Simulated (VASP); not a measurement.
## BN: energy against strain

BN (zinc blende, F-43m, 5.869 Å³/atom at rest, cube axes along x, y and z) under a strain ε along a cube axis (axis z), the other axes held. PBEsol in VASP (plane waves, PAW), 600 eV, 14×14×14 Γ-centred mesh, Gaussian smearing 0.05 eV; ions are relaxed within the symmetry of each cell.

Here s stands for strain and y for E less E0.

```
strain (%)  E less E0 (meV/atom)
----------  --------------------
-1.50                       3.44
-1.00                       1.55
-0.50                       0.41
0.00                        0.00
0.50                        0.32
1.00                        1.36
1.50                        3.11
3.00                           ?
```

The 7 complete rows are fitted with a parabola, y against s. Least squares gives y = 0.000 - 0.1043·s + 1.4552·s². Residuals (row less fit): 0.009, -0.010, -0.006, 0.000, 0.008, 0.009, -0.008; standard error 0.010 (degrees of freedom: 4). Twice the quadratic coefficient over the volume, 2 × 1.4552 meV × 10⁴ × 0.1602 / 5.869 Å³, is the elastic constant C11 = 795 ± 2 GPa.

Problem. Predict the withheld y at s = 3.00 from the fit, and compare with the calculation.

Solution. y = 0.000 - 0.1043 × 3.0 + 1.4552 × 3.0² = 12.784 meV/atom. The calculation gives 12.54 meV/atom, 0.244 meV/atom below the prediction (1.9 % of the range of y in the table). The row lies outside the fitted rows, so this is an extrapolation. From the scatter of the fitted rows alone, a prediction at this place has a standard error of 0.039 meV/atom, so the miss is 6.3 times that.

One order more, fitted to all 13 runs of the series, follows each within 0.01, so the miss is the next term of a smooth law. Rows are the converged runs of the series near zero and its far end; series whose fitted rows scatter by over a few per cent of the range, as at a crossing or softening among them, aren't shown in this form. Most that stay on the fit to the last digits aren't either.
